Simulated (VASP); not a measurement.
Method: PBEsol GGA, VASP's PBE PAW potentials (set 64) (plane waves; VASP 6.6.1).

VASP input:

File KPOINTS:
```
Automatic mesh
0
Gamma
8 8 8
0 0 0
```

### INCAR
```
# general
SYSTEM   =  PtAl2
PREC     =  Accurate
ENCUT    =  520   # plane-wave cut-off (eV)
LREAL    =  .False.   # projection in real space or not
LASPH    =  .True.   # aspherical one-centre terms

# electronic loop
EDIFF    =  1E-6
NELM     =  100
ALGO     =  Normal   # blocked Davidson
LMAXMIX  =  6

# smearing
ISMEAR   =  1   # Methfessel-Paxton
SIGMA    =  0.1

# functional
GGA      =  PS   # PBEsol

# ions
IBRION   =  2   # conjugate gradients
NSW      =  60   # most ionic steps
ISIF     =  3   # ions, shape and volume
EDIFFG   =  -0.02   # ionic stop

# output
LWAVE    =  .False.
LCHARG   =  .False.
```

POSCAR:
```
PtAl2
1
    0.0000000000     2.9471084779     2.9471084779
    2.9471084779    -0.0000000000     2.9471084779
    2.9471084779     2.9471084779     0.0000000000
Al Pt
2 1
Direct
  0.2500000000   0.2500000000   0.2500000000
  0.7500000000   0.7500000000   0.7500000000
  0.0000000000   0.0000000000   0.0000000000
```

POTCAR, in this order: Al Pt (PBE.64 set). Program: vasp_std.

What will the output report for the number of irreducible k-points (NKPTS), largest plane-wave count, number of space-group operations, FFT grid (NGX, NGY, NGZ)?

```json
{
 "number of irreducible k-points (NKPTS)": "29",
 "largest_plane_wave_count": "1411",
 "number_of_space_group_operations": "48",
 "FFT grid (NGX, NGY, NGZ)": "32 × 32 × 32"
}
```

The compound is PtAl2 in the fluorite structure. It was relaxed first. The start is the result of an earlier pass.
